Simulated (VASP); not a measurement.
Shape and ions are relaxed at each volume.

Energy against volume of Dy (hcp). All values below come from PW91 GGA, VASP's PBE PAW potentials (set 64) (plane waves; VASP).

The 4f electrons are frozen in the core of the lanthanide potential, so 4f levels, which can set the real gap, and their magnetism are missing.

```csv
V (Å³/atom),E (eV/atom)
29.800,-4.52984
30.751,-4.54133
31.702,-4.54451
32.653,-4.54050
33.604,-4.53036
```

Problem. Fit a third-order Birch-Murnaghan equation of state.

Solution. 
The volume per atom is 31.62 Å³/atom and the bulk modulus comes out as 40.5 GPa. The pressure derivative of the bulk modulus is 4.07.

Measured: bulk modulus 40.5 GPa (computed value off by +0.1 %), as given by Wikipedia, Dysprosium (infobox). The calculation is for a static lattice, while the measured bulk modulus holds thermal and zero-point effects, which are part of the difference.

The compound is Dy in the hcp structure. It was relaxed first.
